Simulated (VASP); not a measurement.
Data:

```
ZnF2
1.0
    4.73121     0.00000     0.00000
    0.00000     4.73121     0.00000
    0.00000     0.00000     3.15400
Zn F
2 4
Cartesian
  0.00000   0.00000   0.00000
  2.36560   2.36560   1.57700
  1.43413   1.43413   0.00000
  3.79973   0.93147   1.57700
  0.93147   3.79973   1.57700
  3.29707   3.29707   0.00000
```

All values below come from vdW-DF-cx, VASP's PBE PAW potentials (set 64) (plane waves; VASP 6.6.1). Settings: 520 eV cut-off, Gaussian smearing of 0.050 eV, potentials Zn F.

Q: Give the energies of bands 15 to 28 at the high-symmetry points, in eV from the valence-band maximum.

A: 
| band | Γ | X | M | Z | R | A |
|---|---|---|---|---|---|---|
| 15 | -2.94 | -2.71 | -2.94 | -2.84 | -3.00 | -2.84 |
| 16 | -2.94 | -2.71 | -2.94 | -2.84 | -3.00 | -2.84 |
| 17 | -2.89 | -2.16 | -2.54 | -2.75 | -2.85 | -2.51 |
| 18 | -2.49 | -2.16 | -2.54 | -2.75 | -2.85 | -2.51 |
| 19 | -1.96 | -1.93 | -2.11 | -1.66 | -2.36 | -1.42 |
| 20 | -1.59 | -1.93 | -2.11 | -1.66 | -2.36 | -1.42 |
| 21 | -1.45 | -1.53 | -1.57 | -1.32 | -1.70 | -1.41 |
| 22 | -1.45 | -1.53 | -1.57 | -1.32 | -1.70 | -1.41 |
| 23 | -1.10 | -0.62 | -1.20 | -1.28 | -1.28 | -1.22 |
| 24 | -0.34 | -0.62 | -1.20 | -1.28 | -1.28 | -1.22 |
| 25 | -0.34 | -0.42 | -0.35 | -1.23 | -0.05 | -0.78 |
| 26 | 0.00 | -0.42 | -0.35 | -1.23 | -0.05 | -0.78 |
| 27 | 3.49 | 6.06 | 6.94 | 8.16 | 8.64 | 7.97 |
| 28 | 9.20 | 6.06 | 6.94 | 8.16 | 8.64 | 7.97 |

The gap is direct, 3.49 eV, from the valence maximum at Γ to the conduction minimum at Γ.

Measured: gap 7.50 eV (computed value off by -4.01 eV), as given by Dominik Kurzydłowski et al., Inorganic Chemistry (2020), arXiv:1912.01850 [midpoint of the printed range].

The compound is ZnF2 in the rutile structure. It was relaxed first.
